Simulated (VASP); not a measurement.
The system is F3ZrI, in a box.

```
F Zr I
1.0
    12.00000    0.00000    0.00000
     0.00000   13.00000    0.00000
     0.00000    0.00000   12.00000
F Zr I
3 1 1
Direct
  0.40928 0.43056 0.62470
  0.61726 0.38447 0.48485
  0.38491 0.36332 0.38097
  0.47237 0.44029 0.48126
  0.48030 0.63991 0.41584
```

Program: VASP 6.6.1. Alike in all runs: task single point; no spin polarisation; cell as given; k mesh 1 × 1 × 1; smearing gaussian 0.01 eV. Hardware: 1 thread of AMD EPYC 9R45 96-Core Processor (Zen 5) (shared host).

Order these runs on this cell by their wall time, lowest first.
A. level SCAN+D4; potentials or basis VASP PAW PBE potentials, release 64 (F_s, Zr_sv, I); cutoff (eV) 400
B. level PBE; potentials or basis VASP PAW PBE potentials, release 64 (F, Zr_sv, I); cutoff (eV) 520
C. level B3LYP; potentials or basis VASP PAW PBE potentials, release 64 (F_h, Zr_sv, I); cutoff (eV) 900; grid for exact exchange (PRECFOCK) Fast; exchange at q = 0 default

B (120 s), A (350 s), C (750 s).
